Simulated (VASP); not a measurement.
The cell holds one Mo (bcc) (211) slab, with vacuum along c, ions free to move until forces fall under 0.03 eV/Å, no reconstruction beyond this cell, dipole correction on.

```xyz
7
Lattice="2.7135 0.0000 0.0000 0.0000 4.4312 0.0000 0.0000 0.0000 23.8747" Properties=species:S:1:pos:R:3 pbc="T T T"
Mo     1.3032     2.2156     8.2909
Mo     2.2552     0.0000     9.3673
Mo     0.4891     2.2156    10.6350
Mo     1.3568     0.0000    11.9373
Mo     2.2245     2.2156    13.2396
Mo     0.4583     0.0000    14.5074
Mo     1.4104     2.2156    15.5838
```

These are PBEsol GGA, VASP's PBE PAW potentials (set 64) (plane waves; VASP 6.6.1) values and carry that method's errors. Settings: 400 eV cut-off, 10×6×1 Γ-centred mesh, first-order Methfessel-Paxton smearing of 0.10 eV, potentials Mo_sv.

Slab and bulk use different k-meshes, so the surface energy is good to a few per cent at best.

The surface energy comes out as 3.24 J/m² and the work function comes out as 4.06 eV. The band gap (on the k-mesh) is none (metal, semimetal or under 0.01 eV).

The cell is a thin slab with vacuum, built from Mo (bcc): (211) face.
